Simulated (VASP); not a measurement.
Data:

```
CELL_PARAMETERS angstrom
      3.14227    -2.29632     0.00000
      3.14227     2.29632     0.00000
     -1.14053     0.00000     6.78642
ATOMIC_POSITIONS crystal
  La 0.00000 0.50000 0.00000
  La 0.50000 0.00000 0.50000
  N  0.58160 0.41840 0.25000
  N  0.41840 0.58160 0.75000
```

Computed with PBE GGA, VASP's PBE PAW potentials (set 64) (plane waves; VASP 6.6.1). Run with 520 eV cut-off, KSPACING 0.6 per Å, Gaussian smearing of 0.050 eV, potentials La N.

Question: Give the force on each atom (eV/Å).

Answer: 
```csv
atom,Fx,Fy,Fz
La1,0.000,0.000,0.000
La2,0.000,0.000,0.000
N3,0.000,-0.191,0.000
N4,0.000,0.191,0.000
```

Question: Give the stress tensor in GPa (positive for a compressed cell).

Answer: 
```
 -8.72    0.00    1.19
  0.00  -13.85    0.00
  1.19    0.00  -13.80
```
The pressure is its mean diagonal, -12.12 GPa.

The structure was generated: LaN was put into the tenorite type (C2/c), which need not be its known phase. The cell was not relaxed at this level. The run is one of a series of settings (KGAMMA = .TRUE., KSPACING = 0.6, KPOINTS file removed against the base run), some of them coarse on purpose.
